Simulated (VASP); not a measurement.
An input for Ansatz (written as the equivalent of a VASP run, and not itself run):

Ansatz 0.2 input:
```yaml
crystal:
  lattice:
    - [1.3516529, 0.7803773, 4.4158549]
    - [-1.3516529, 0.7803773, 4.4158549]
    - [0.0000000, -1.5607547, 4.4158549]
  atoms:
    - { symbol: Pd, position: [0.5000000, 0.5000000, 0.5000000] }
    - { symbol: Ir, position: [0.0000000, 0.0000000, 0.0000000] }
kpoints:
  mp_grid: { grid: [18, 18, 18] }
hamiltonian:
  xc: lda
  pseudopotentials: { kind: paw }
scf:
  occupations: { method: tetrahedron }
  max_iter: 100
output: { forces: true, stress: true, eigenvalues: true }
```

Problem. Write the VASP files for the same calculation (LDA).

Solution. Several could match; the one computed here: 
**POSCAR**
```
IrPd
1
    1.3516528729     0.7803773308     4.4158549091
   -1.3516528729     0.7803773308     4.4158549091
    0.0000000000    -1.5607546617     4.4158549091
Pd Ir
1 1
Direct
  0.5000000000   0.5000000000   0.5000000000
  0.0000000000   0.0000000000   0.0000000000
```

### INCAR
```
ALGO=Normal
EDIFF=1E-7
ENCUT=400
ISIF=2
ISMEAR=-5
LASPH=.TRUE.
LCHARG=.TRUE.
LMAXMIX=6
LORBIT=11
LREAL=.FALSE.
LWAVE=.FALSE.
NEDOS=601
NELM=100
PREC=Accurate
SYSTEM=IrPd
```

**KPOINTS**
```
Automatic mesh
0
Gamma
18 18 18
0 0 0
```

POTCAR, in this order: Pd Ir (LDA.64 set). Program: vasp_std.

Limits of the translation: each code has its own PAW files, so the cut-off isn't converted (ENCUT is set for VASP's; basis.ecutwfc is left out, and Ansatz then takes the one that its files recommend); Ansatz stops its SCF on the density residual and VASP on the energy change (EDIFF); Ansatz's lda is the Perdew-Wang form, while the LDA potentials of VASP carry Perdew-Zunger's.

The structure comes from a computed database's IrPd entry (R-3m); how it stands against other phases isn't given here. It was relaxed first, which changed the volume by -6 %.
